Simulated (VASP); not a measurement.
Output of a VASP run:

**OSZICAR**
```
       N       E                     dE             d eps       ncg     rms          rms(c)
DAV:   1    -0.606860425551E+03   -0.60686E+03   -0.17775E+01   912   0.853E+00    0.495E+01
DAV:   2    -0.606973495479E+03   -0.11307E+00   -0.37070E-01   856   0.143E+00    0.339E+01
DAV:   3    -0.606954222497E+03    0.19273E-01   -0.21898E-02   832   0.335E-01    0.208E+01
DAV:   4    -0.606947134746E+03    0.70878E-02   -0.51407E-03   904   0.141E-01    0.123E+01
DAV:   5    -0.606944578456E+03    0.25563E-02   -0.12846E-03   824   0.834E-02    0.721E+00
DAV:   6    -0.606943765435E+03    0.81302E-03   -0.43953E-04   832   0.498E-02    0.416E+00
DAV:   7    -0.606943500334E+03    0.26510E-03   -0.10821E-04   816   0.272E-02    0.239E+00
DAV:   8    -0.606943415368E+03    0.84966E-04   -0.39878E-05   704   0.175E-02    0.138E+00
DAV:   9    -0.606943391276E+03    0.24092E-04   -0.15501E-05   480   0.110E-02    0.801E-01
DAV:  10    -0.606943385870E+03    0.54062E-05   -0.65402E-06   432   0.703E-03
   1 F= -.60694339E+03 E0= -.60694339E+03  d E =-.132585E-11  mag=     1.0000
```

### OUTCAR
```
------------------------ aborting loop because EDIFF is reached ----------------------------------------
  volume of cell :      764.49
      direct lattice vectors                 reciprocal lattice vectors
     4.693267657 -8.128978018  0.000000000     0.106535582 -0.061508347  0.000000000
     4.693267657  8.128978018  0.000000000     0.106535582  0.061508347  0.000000000
     0.000000000  0.000000000 10.019202616     0.000000000  0.000000000  0.099808342
  FREE ENERGIE OF THE ION-ELECTRON SYSTEM (eV)
  ---------------------------------------------------
  free  energy   TOTEN  =      -606.9433858702 eV

  energy  without entropy=     -606.9433858702  energy(sigma->0) =     -606.94338587

  exchange ACFDT corr.  =         0.00000000  see jH, gK, PRB 81, 115126

 total charge

# of ion       s       p       d       tot
------------------------------------------
    1        0.410   0.442   0.000   0.852
    2        0.413   0.450   0.000   0.863
    3        0.416   0.457   0.000   0.873
    4        0.432   0.414   0.000   0.846
    5        0.438   0.432   0.000   0.870
    6        0.413   0.450   0.000   0.863
    7        0.398   0.441   0.000   0.839
    8        0.432   0.413   0.000   0.845
    9        0.410   0.442   0.000   0.852
   10        0.413   0.450   0.000   0.863
   11        0.416   0.457   0.000   0.873
   12        0.419   0.455   0.000   0.874
   13        0.414   0.450   0.000   0.864
   14        0.415   0.455   0.000   0.870
   15        0.414   0.451   0.000   0.866
   16        0.417   0.459   0.000   0.875
   17        0.413   0.454   0.000   0.868
   18        0.410   0.441   0.000   0.852
   19        0.413   0.455   0.000   0.868
   20        0.413   0.454   0.000   0.868
   21        0.415   0.455   0.000   0.870
   22        0.413   0.455   0.000   0.868
   23        0.417   0.459   0.000   0.876
   24        0.413   0.449   0.000   0.862
   25        0.414   0.452   0.000   0.866
   26        0.416   0.459   0.000   0.875
   27        0.413   0.449   0.000   0.862
   28        0.413   0.449   0.000   0.862
   29        0.414   0.454   0.000   0.868
   30        0.416   0.459   0.000   0.875
   31        0.414   0.449   0.000   0.863
   32        0.413   0.449   0.000   0.862
   33        0.414   0.454   0.000   0.868
   34        0.413   0.448   0.000   0.861
   35        0.414   0.449   0.000   0.863
   36        1.236   2.574   0.000   3.810
   37        1.234   2.590   0.000   3.823
   38        1.230   2.604   0.000   3.834
   39        1.239   2.600   0.000   3.838
   40        1.234   2.591   0.000   3.824
   41        1.229   2.589   0.000   3.818
   42        1.238   2.599   0.000   3.837
   43        1.236   2.574   0.000   3.810
   44        1.228   2.592   0.000   3.821
   45        1.230   2.603   0.000   3.833
   46        1.230   2.606   0.000   3.836
   47        1.233   2.604   0.000   3.837
   48        1.230   2.605   0.000   3.834
   49        1.229   2.602   0.000   3.832
   50        1.228   2.594   0.000   3.822
   51        1.245   2.581   0.000   3.826
   52        1.234   2.568   0.000   3.802
...
```
(Selected blocks of OUTCAR.)

File POSCAR:
```
Al35ZrN35
1
    4.6932676572    -8.1289780179     0.0000000000
    4.6932676572     8.1289780179     0.0000000000
    0.0000000000     0.0000000000    10.0192026156
Al N Zr
35 35 1
Direct
  0.2213358257   0.1137835434   0.2516665918
  0.1108182346   0.2231935652   0.9965279126
  0.2207241784   0.1092080826   0.7518408116
  0.1198155220   0.2363705943   0.5047146989
  0.2248621317   0.4463258705   0.2515169253
  0.1109118935   0.5547733843   0.9963231615
  0.2197031751   0.4431863521   0.7405621176
  0.1201984584   0.5504308438   0.5037601633
  0.2214020453   0.7748667386   0.2515694086
  0.1110436292   0.8889965726   0.0022049826
  0.2207321961   0.7783532632   0.7514195912
  0.1089738223   0.8880278364   0.5017505618
  0.5549902763   0.1109729169   0.2512117364
  0.4435398219   0.2208036767   0.9999799966
  0.5555048674   0.1111385149   0.7497988675
  0.4429578578   0.2179985795   0.5002434973
  0.5580304812   0.4416539828   0.2451593348
  0.4436970486   0.5552514909   0.9962991500
  0.5553126286   0.4441086578   0.7515573397
  0.5579919713   0.7833696602   0.2454039558
  0.4435778519   0.8895244771   0.9998225514
  0.5552223265   0.7778044037   0.7515110394
  0.4430016965   0.8920272206   0.5001648621
  0.8919408788   0.1139199143   0.2504063121
  0.7767778869   0.2218656741   0.0011068102
  0.8863837980   0.1091683983   0.7517497084
  0.7803998333   0.2236911179   0.4997161533
  0.8919041101   0.4450358307   0.2501379052
  0.7783779645   0.5556477968   0.0006391528
  0.8867372919   0.4441994001   0.7513559739
  0.7822078313   0.5545191548   0.4999004278
  0.8893778976   0.7781846871   0.2505387371
  0.7782648916   0.8894553795   0.0008555548
  0.8876479203   0.7772408531   0.7500939625
  0.7820107303   0.8944802749   0.5001010481
  0.2207365551   0.1088172931   0.4431863231
  0.1104233479   0.2225092854   0.1867686120
  0.2222656915   0.1100619889   0.9424283596
  0.1059335305   0.2142145006   0.6989276429
  0.1103489636   0.5553381208   0.1864754705
  0.2214463700   0.4442230962   0.9383726854
  0.1062929620   0.5585539280   0.6982000217
  0.2208164295   0.7791839581   0.4430998581
  0.1114670900   0.8893573720   0.1932741828
  0.2223393530   0.7792819343   0.9420952187
  0.1094458922   0.8882113708   0.6926554537
  0.5572100282   0.1121311751   0.4422668523
  0.4431337841   0.2198259153   0.1900963612
  0.5554258781   0.1111095268   0.9408803514
  0.4433905994   0.2214030192   0.6919775378
  0.5654134021   0.4339091050   0.4352155529
  0.4530262101   0.5600234771   0.1891541728
  0.5563460974   0.4429997187   0.9426791057
  0.4461113711   0.5563685866   0.7014567128
  0.5652554824   0.7982325934   0.4354540319
  0.4432283955   0.8903005090   0.1900067182
  0.5563532382   0.7800953880   0.9426181458
  0.4434839851   0.8888131373   0.6918515967
  0.8951474888   0.1168753839   0.4417990546
  0.7768816849   0.2219450816   0.1924164524
  0.8861635941   0.1102054142   0.9421821758
  0.7772064085   0.2220266148   0.6913488170
  0.8953620228   0.4452413036   0.4414969975
  0.7808488286   0.5563738143   0.1909911925
  0.8863569523   0.4428592000   0.9418543822
  0.7763817309   0.5549319697   0.6911873417
  0.8871930239   0.7770950880   0.4421557640
  0.7807944763   0.8914720116   0.1912116956
  0.8885237071   0.7777062500   0.9416489265
  0.7762989300   0.8882177968   0.6913494610
  0.4203875199   0.5434793618   0.4798667670
```

Task: Write an INCAR and KPOINTS that could have produced this output.

Result: One answer among several that fit: the input of the run itself, HSE06 screened hybrid, plane waves, VASP's PBE PAW potentials (set 64).

File KPOINTS:
```
Automatic
0
G
  1 1 1
0 0 0
```

INCAR:
```
# general
SYSTEM   = Al35ZrN35
PREC     = Normal
ENCUT    = 400
LREAL    = Auto   # projection in real space or not
LASPH    = .TRUE.
ISYM     = 0
NELECT   = 293.0

# electronic loop
EDIFF    = 1E-5   # SCF stop (eV)
NELM     = 50
NELMIN   = 4
ALGO     = Normal
LMAXMIX  = 4

# smearing
ISMEAR   = 0   # Gaussian
SIGMA    = 0.05

# functional
GGA      = PE   # PBE
LHFCALC  = .TRUE.
AEXX     = 0.25
HFSCREEN = 0.2   # 1/Angstrom
PRECFOCK = Fast

# spin
ISPIN    = 2
MAGMOM   = 71*0.0141
NUPDOWN  = 1

# ions
ISIF     = 0

# output
LWAVE    = .FALSE.
LCHARG   = .FALSE.
LORBIT   = 10
```

POTCAR, in this order: Al N Zr_sv (PBE.64 set). Program: vasp_gam. Read from the step before: WAVECAR.

The cell is charged, with a uniform compensating background. The supercell is sampled at Γ alone, which is coarse: total energies, pressure and levels can be off, energies of defects by several tenths of an eV.

The cell is a supercell with a defect, built from AlN (wurtzite): Zr_Al-vac_N, charge -1. The cell's shape comes from a PBE relaxation.
